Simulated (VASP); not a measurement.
These are LDA (Ceperley-Alder, Perdew-Zunger), VASP's LDA PAW potentials (set 64) (plane waves; VASP) values and carry that method's errors.

The input files of a VASP run:

**POSCAR**
```
BaTiO3
3.9673970
  1.0000000000   0.0000000000   0.0000000000
  0.0000000000   0.7186437354   0.7218433144
  0.0000000000  -0.7186437354   0.7218433144
Ba Ti O
1 1 3
Cartesian
  0.0000000000   0.0000000000   0.0049229714
  0.5000000000   0.0000000000   0.7485515170
  0.5000000000   0.3500369907   1.0609508666
  0.5000000000  -0.3500369907   1.0609508666
  0.0000000000  -0.0000000000   0.7048078122
```

INCAR:
```
SYSTEM = BaTiO3
PREC = Accurate
ENCUT = 400
EDIFF = 1E-6
NELM = 100
ALGO = Normal
LREAL = .FALSE.
LASPH = .TRUE.
ISMEAR = 0
SIGMA = 0.01
LMAXMIX = 4
LWAVE = .FALSE.
LCHARG = .FALSE.
ISIF = 2
```

KPOINTS:
```
Automatic mesh
0
Gamma
2 2 2
0 0 0
```

POTCAR, in this order: Ba_sv Ti_sv O (LDA.64 set). Program: vasp_std.

What VASP printed:

File OUTCAR:
```
 ion  position               nearest neighbor table
   1  0.000  0.003  0.003-   5 2.78   4 2.80   3 2.80   3 2.80   4 2.80   5 2.85   5 2.85   4 2.87
                             3 2.87   3 2.87   4 2.87   5 2.95   2 3.41   2 3.41   2 3.47   2 3.47
   2  0.500  0.519  0.519-   3 1.86   4 1.86   5 1.99   5 1.99   3 2.19   4 2.19   1 3.41   1 3.41
                             1 3.47   1 3.47   1 3.47   1 3.47   1 3.56   1 3.56
   3  0.500  0.978  0.491-   2 1.86   2 2.19   1 2.80   1 2.80   1 2.87   1 2.87
   4  0.500  0.491  0.978-   2 1.86   2 2.19   1 2.80   1 2.80   1 2.87   1 2.87
   5  0.000  0.488  0.488-   2 1.99   2 1.99   1 2.78   1 2.85   1 2.85   1 2.95
  LATTYP: Found a base centered orthorhombic cell.
 ALAT       =     5.7022900000
 B/A-ratio  =     1.0044522464
 C/A-ratio  =     0.6957550388
 Subroutine PRICEL returns:
 Original cell was already a primitive cell.
 Subroutine GETGRP returns: Found  4 space group operations
The static configuration has the point symmetry C_2v.
The dynamic configuration has the point symmetry C_2v.
 Subroutine INISYM returns: Found  4 space group operations
 Subroutine IBZKPT returns following result:
 Found      6 irreducible k-points:

 Following reciprocal coordinates:
            Coordinates               Weight
  0.000000  0.000000  0.000000      1.000000
  0.500000  0.000000  0.000000      1.000000
  0.000000  0.500000 -0.000000      2.000000
  0.500000  0.500000 -0.000000      2.000000
  0.000000  0.500000  0.500000      1.000000
  0.500000  0.500000  0.500000      1.000000
   k-points           NKPTS =      6   k-points in BZ     NKDIM =      6   number of bands    NBANDS=     24
   number of dos      NEDOS =    301   number of ions     NIONS =      5
   total plane-waves  NPLWV =  21952
   dimension x,y,z NGX =    28 NGY =   28 NGZ =   28
   dimension x,y,z NGXF=    56 NGYF=   56 NGZF=   56
   ions per type =               1   1   3
   PREC   = accura    normal or accurate (medium, high low for compatibility)
   ISTART =      0    job   : 0-new  1-cont  2-samecut
   ICHARG =      2    charge: 1-file 2-atom 10-const
   ISPIN  =      1    spin polarized calculation?
   LNONCOLLINEAR =      F non collinear calculations
...
```

**OSZICAR**
```
       N       E                     dE             d eps       ncg     rms          rms(c)
DAV:   1     0.390157749457E+03    0.39016E+03   -0.18600E+04   288   0.150E+03
DAV:   2    -0.221776533771E+02   -0.41234E+03   -0.40108E+03   392   0.438E+02
DAV:   3    -0.528871703873E+02   -0.30710E+02   -0.30687E+02   440   0.122E+02
DAV:   4    -0.542523057842E+02   -0.13651E+01   -0.13647E+01   416   0.207E+01
DAV:   5    -0.542897127898E+02   -0.37407E-01   -0.37406E-01   392   0.276E+00    0.236E+01
DAV:   6    -0.440519336830E+02    0.10238E+02   -0.74165E+01   400   0.752E+01    0.102E+01
DAV:   7    -0.439464428475E+02    0.10549E+00   -0.12172E+01   336   0.265E+01    0.674E+00
DAV:   8    -0.437254159952E+02    0.22103E+00   -0.15398E+00   360   0.112E+01    0.250E+00
DAV:   9    -0.437218580867E+02    0.35579E-02   -0.20498E-01   384   0.312E+00    0.980E-01
DAV:  10    -0.437151470900E+02    0.67110E-02   -0.57055E-02   376   0.235E+00    0.364E-01
DAV:  11    -0.437137825967E+02    0.13645E-02   -0.10486E-02   424   0.744E-01    0.754E-02
DAV:  12    -0.437136621485E+02    0.12045E-03   -0.68122E-04   384   0.237E-01    0.441E-02
DAV:  13    -0.437136363442E+02    0.25804E-04   -0.23846E-04   360   0.145E-01    0.129E-02
DAV:  14    -0.437136355075E+02    0.83663E-06   -0.27975E-05   408   0.369E-02    0.552E-03
DAV:  15    -0.437136355511E+02   -0.43583E-07   -0.37064E-06   272   0.163E-02
   1 F= -.43713636E+02 E0= -.43713636E+02  d E =-.781719-122
```

### OUTCAR
```
------------------------ aborting loop because EDIFF is reached ----------------------------------------
  FORCE on cell =-STRESS in cart. coord.  units (eV):
  Direction    XX          YY          ZZ          XY          YZ          ZX
  --------------------------------------------------------------------------------------
  Total       -3.8085133     -3.2880030     -3.1754616      0.0000000      0.0000000      0.0000000
  in kB      -94.1808279    -81.3091128    -78.5260750      0.0000000      0.0000000      0.0000000
  external PRESSURE =     -84.6720052 kB  Pullay stress =       0.0000000 kB
  volume of cell :       64.79
      direct lattice vectors                 reciprocal lattice vectors
     3.967397000  0.000000000  0.000000000     0.252054433  0.000000000  0.000000000
     0.000000000  2.851145000  2.863839000     0.000000000  0.175368142  0.174590820
     0.000000000 -2.851145000  2.863839000     0.000000000 -0.175368142  0.174590820
 POSITION                                       TOTAL-FORCE (eV/Angst)
 -----------------------------------------------------------------------------------
      0.00000      0.00000      0.01953         0.000000      0.000000      0.189429
      1.98370      0.00000      2.96980         0.000000      0.000000      2.222925
      1.98370      1.38874      4.20921         0.000000     -0.177536     -0.804544
      1.98370     -1.38874      4.20921         0.000000      0.177536     -0.804544
      0.00000      0.00000      2.79625         0.000000      0.000000     -0.803267
 -----------------------------------------------------------------------------------
    total drift:                                0.000000      0.000002      0.000416
  FREE ENERGIE OF THE ION-ELECTRON SYSTEM (eV)
  ---------------------------------------------------
  free  energy   TOTEN  =       -43.7136355511 eV

  energy  without entropy=      -43.7136355511  energy(sigma->0) =      -43.71363555
```
(Selected blocks of OUTCAR.)

At this cut-off the stress carries a Pulay error, which pulls relaxed volumes low.

The structure comes from a computed database's BaTiO3 entry (Amm2); how it stands against other phases isn't given here. The cell was not relaxed at this level. The k-mesh is coarse (spacing up to 0.79 per Å, 2π included), so the numbers may not be converged in it. The run is one of a series of settings (KPOINTS 2×2×2 Γ-centred mesh against the base run), some of them coarse on purpose.
